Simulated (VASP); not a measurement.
A run of VASP 6.6.1 is set up as follows.

File run.py:

```python
from ase.calculators.vasp import Vasp
from ase.dft.bandgap import bandgap
from ase.io import read

atoms = read('POSCAR')
calc = Vasp(
    directory='calc',
    xc='pbe',
    pp='PBE',
    setups='minimal',
    prec='Accurate',
    encut=500,
    ediff=1e-07,
    ismear=0,
    sigma=0.1,
    lreal=False,
    lasph=True,
    nelm=60,
    algo='Normal',
    isif=2,
    lwave=False,
    lcharg=True,
    lelf=True,
    lvhar=True,
    kpts=[9, 9, 9],
    gamma=True,
)
atoms.calc = calc

print('energy (eV):', atoms.get_potential_energy())
print('free energy (eV):', atoms.get_potential_energy(force_consistent=True))
print('forces (eV/A):')
print(atoms.get_forces())
print('stress (eV/A^3, Voigt):', atoms.get_stress())
print('Fermi level (eV):', calc.get_fermi_level())
gap, top, bottom = bandgap(calc)
print('band gap (eV):', gap, 'from (spin, k, band)', top, 'to', bottom)
```

File POSCAR:

```
Ta3Cu
1.0
   -2.0065070000      2.0065070000      4.2081700000
    2.0065070000     -2.0065070000      4.2081700000
    2.0065070000      2.0065070000     -4.2081700000
Ta Cu
3 1
Direct
    0.5000000000      0.5000000000      0.0000000000
    0.2500000000      0.7500000000      0.5000000000
    0.7500000000      0.2500000000      0.5000000000
    0.0000000000      0.0000000000      0.0000000000
```

Potentials or basis: VASP PAW PBE potentials, release 64 (Ta, Cu).

Command:

```bash
$ python run.py
```

Task: Estimate the pressure.

Result: -1.0 GPa.

Task: Estimate the band gap on the k mesh.

Result: None (metal or under the smearing width).

Stress tensor (GPa, compression positive):
```
-0.91  0.00  0.00
 0.00 -0.91  0.00
 0.00  0.00 -1.18
```

The run has no spin-orbit coupling, so splittings on Ta are missing.
